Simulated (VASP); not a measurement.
Output of a VASP run:

File OUTCAR:
```
 ion  position               nearest neighbor table
   1  0.000  0.000  0.000-   2 2.56   2 2.56   2 2.56   2 2.56
   2  0.250  0.250  0.250-   1 2.56   1 2.56   1 2.56   1 2.56
  LATTYP: Found a face centered cubic cell.
 ALAT       =     5.9234102948
 Subroutine PRICEL returns:
 Original cell was already a primitive cell.
 Subroutine GETGRP returns: Found 24 space group operations
The static configuration has the point symmetry T_d .
The dynamic configuration has the point symmetry T_d .
 Subroutine INISYM returns: Found 24 space group operations
 Subroutine IBZKPT returns following result:
 Found     47 irreducible k-points:

 Following reciprocal coordinates:
            Coordinates               Weight
  0.000000  0.000000  0.000000      1.000000
  0.100000  0.000000  0.000000      8.000000
  0.200000  0.000000  0.000000      8.000000
  0.300000  0.000000  0.000000      8.000000
  0.400000  0.000000  0.000000      8.000000
  0.500000  0.000000  0.000000      4.000000
  0.100000  0.100000  0.000000      6.000000
  0.200000  0.100000  0.000000     24.000000
  0.300000  0.100000  0.000000     24.000000
  0.400000  0.100000  0.000000     24.000000
  0.500000  0.100000  0.000000     24.000000
 -0.400000  0.100000  0.000000     24.000000
 -0.300000  0.100000  0.000000     24.000000
 -0.200000  0.100000  0.000000     24.000000
 -0.100000  0.100000  0.000000     12.000000
  0.200000  0.200000  0.000000      6.000000
  0.300000  0.200000  0.000000     24.000000
  0.400000  0.200000  0.000000     24.000000
  0.500000  0.200000  0.000000     24.000000
 -0.400000  0.200000  0.000000     24.000000
 -0.300000  0.200000  0.000000     24.000000
 -0.200000  0.200000  0.000000     12.000000
  0.300000  0.300000  0.000000      6.000000
  0.400000  0.300000  0.000000     24.000000
  0.500000  0.300000  0.000000     24.000000
 -0.400000  0.300000  0.000000     24.000000
 -0.300000  0.300000  0.000000     12.000000
  0.400000  0.400000  0.000000      6.000000
  0.500000  0.400000  0.000000     24.000000
 -0.400000  0.400000  0.000000     12.000000
  0.500000  0.500000  0.000000      3.000000
  0.300000  0.200000  0.100000     24.000000
  0.400000  0.200000  0.100000     48.000000
  0.500000  0.200000  0.100000     48.000000
 -0.400000  0.200000  0.100000     24.000000
  0.400000  0.300000  0.100000     24.000000
  0.500000  0.300000  0.100000     48.000000
 -0.400000  0.300000  0.100000     48.000000
 -0.300000  0.300000  0.100000     48.000000
 -0.200000  0.300000  0.100000     24.000000
   k-points           NKPTS =     47   k-points in BZ     NKDIM =     47   number of bands    NBANDS=     13
   number of dos      NEDOS =    301   number of ions     NIONS =      2
   total plane-waves  NPLWV =  32768
   dimension x,y,z NGX =    32 NGY =   32 NGZ =   32
   dimension x,y,z NGXF=    64 NGYF=   64 NGZF=   64
   ions per type =               1   1
   PREC   = accura    normal or accurate (medium, high low for compatibility)
   ISTART =      0    job   : 0-new  1-cont  2-samecut
   ICHARG =      2    charge: 1-file 2-atom 10-const
   ISPIN  =      1    spin polarized calculation?
   LNONCOLLINEAR =      F non collinear calculations
   LSORBIT =      F    spin-orbit coupling
   INIWAV =      1    electr: 0-lowe 1-rand  2-diag
   ENCUT  =  520.0 eV  38.22 Ry    6.18 a.u.   7.79  7.79  7.79*2*pi/ulx,y,z
   NELM   =    100;   NELMIN=  2; NELMDL= -5     # of ELM steps
   EDIFF  = 0.1E-05   stopping-criterion for ELM
   LREAL  =      F    real-space projection
   NLSPLINE    = F    spline interpolate recip. space projectors
   LMAXMIX     =    4 max onsite mixed and CHGCAR
   VOSKOWN=      0    Vosko Wilk Nusair interpolation
   EDIFFG = -.1E-01   stopping-criterion for IOM
   NSW    =     60    number of steps for IOM
   NBLOCK =      1;   KBLOCK =     60    inner block; outer block
   IBRION =      2    ionic relax: 0-MD 1-quasi-New 2-CG
...
```

### OSZICAR
```
       N       E                     dE             d eps       ncg     rms          rms(c)
DAV:   1     0.875451550033E+02    0.87545E+02   -0.91160E+03  1227   0.176E+03
DAV:   2     0.387053720910E+01   -0.83675E+02   -0.80896E+02  1367   0.322E+02
DAV:   3    -0.266848039079E+01   -0.65390E+01   -0.65040E+01  1547   0.779E+01
DAV:   4    -0.278137548763E+01   -0.11290E+00   -0.11284E+00  1364   0.115E+01
DAV:   5    -0.278385950361E+01   -0.24840E-02   -0.24839E-02  1541   0.147E+00    0.240E+00
DAV:   6    -0.260422678844E+01    0.17963E+00   -0.37039E-01  1658   0.818E+00    0.132E+00
DAV:   7    -0.258590638262E+01    0.18320E-01   -0.10335E-01  1387   0.204E+00    0.555E-01
DAV:   8    -0.258420229646E+01    0.17041E-02   -0.14575E-02  1480   0.134E+00    0.819E-02
DAV:   9    -0.258425031412E+01   -0.48018E-04   -0.15490E-03  1554   0.684E-01    0.463E-02
DAV:  10    -0.258426184322E+01   -0.11529E-04   -0.82174E-05  1347   0.944E-02    0.269E-02
DAV:  11    -0.258427078992E+01   -0.89467E-05   -0.35631E-05  1357   0.745E-02    0.304E-03
DAV:  12    -0.258427101728E+01   -0.22737E-06   -0.11478E-06  1076   0.122E-02
   1 F= -.25842710E+01 E0= -.25843579E+01  d E =-.258427E+01
```

OUTCAR:
```
------------------------ aborting loop because EDIFF is reached ----------------------------------------
  FORCE on cell =-STRESS in cart. coord.  units (eV):
  Direction    XX          YY          ZZ          XY          YZ          ZX
  --------------------------------------------------------------------------------------
  Total        0.0108714      0.0108714      0.0108714      0.0000000      0.0000000      0.0000000
  in kB        0.3352274      0.3352274      0.3352274      0.0000000      0.0000000      0.0000000
  external PRESSURE =       0.3352274 kB  Pullay stress =       0.0000000 kB
  volume of cell :       51.96
      direct lattice vectors                 reciprocal lattice vectors
     0.000000000  2.961705147  2.961705147    -0.168821667  0.168821667  0.168821667
     2.961705147  0.000000000  2.961705147     0.168821667 -0.168821667  0.168821667
     2.961705147  2.961705147  0.000000000     0.168821667  0.168821667 -0.168821667
  FREE ENERGIE OF THE ION-ELECTRON SYSTEM (eV)
  ---------------------------------------------------
  free  energy   TOTEN  =        -2.5842710173 eV

  energy  without entropy=       -2.5845315869  energy(sigma->0) =       -2.58435787

 reached required accuracy - stopping structural energy minimisation
```
(Selected blocks of OUTCAR.)

**POSCAR**
```
GaAs
1
   -0.0000000000     2.9617051474     2.9617051474
    2.9617051474    -0.0000000000     2.9617051474
    2.9617051474     2.9617051474    -0.0000000000
Ga As
1 1
Direct
  0.0000000000   0.0000000000   0.0000000000
  0.2500000000   0.2500000000   0.2500000000
```

Write an INCAR and KPOINTS that could have produced this output.

One answer among several that fit: the input of the run itself, vdW-DF2, plane waves, VASP's PBE PAW potentials (set 64).

**INCAR**
```
SYSTEM=GaAs
PREC=Accurate; ENCUT=520; LREAL=.False.
LASPH=.True.
EDIFF=1E-6; NELM=100; ALGO=Normal
LMAXMIX=4
ISMEAR=1; SIGMA=0.1
GGA=ML; LUSE_VDW=.True.; AGGAC=0.0
ZAB_VDW=-1.8867
IBRION=2; NSW=60; ISIF=3
EDIFFG=-0.01
LWAVE=.False.; LCHARG=.False.
```

**KPOINTS**
```
K-points
0
G
10 10 10
```

POTCAR, in this order: Ga_d As (PBE.64 set). Program: vasp_std.

The compound is GaAs in the zinc blende structure. It was relaxed first, which changed the volume by +15 %. The start is the result of an earlier pass.
